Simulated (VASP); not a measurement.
Take AgI (zinc blende), without spin-orbit terms, in VASP with PAW potentials, and its band gap.

**Question.** One run gives 1.34 eV. Which level is it?
A) PBE (own cell)
B) optB88-vdW (own cell)
C) RPBE (own cell)
D) PBEsol (own cell)

**Answer.** A, PBE (own cell).  The others give 1.22 (optB88-vdW (own cell)), 1.55 (RPBE (own cell)), 1.20 (PBEsol (own cell)).

Only levels that ran to the end are used. Left out are those held back, those with too coarse a band path, GW runs whose mesh misses a band edge, hybrids' fits of cells that aren't cubic and levels without matching references; a question may draw on a part of the rest.

The compound is AgI in the zinc blende structure, whereas wurtzite is the usual form.
